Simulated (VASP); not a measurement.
Shape and ions are relaxed at each volume.

Energy against volume of TiO2 (rutile). Calculation: PBE GGA with D3 dispersion (Becke-Johnson damping), VASP's PBE PAW potentials (set 64) (plane waves; VASP 6.6.1).

```csv
V (Å³/atom),E (eV/atom)
9.852,-9.16011
10.166,-9.18278
10.481,-9.19020
10.795,-9.18485
11.109,-9.16900
```

Fit a third-order Birch-Murnaghan equation of state.

The volume per atom comes out as 10.50 Å³/atom, the bulk modulus comes out as 214 GPa and the pressure derivative of the bulk modulus comes out as 5.20.

The compound is TiO2 in the rutile structure. It was relaxed first.
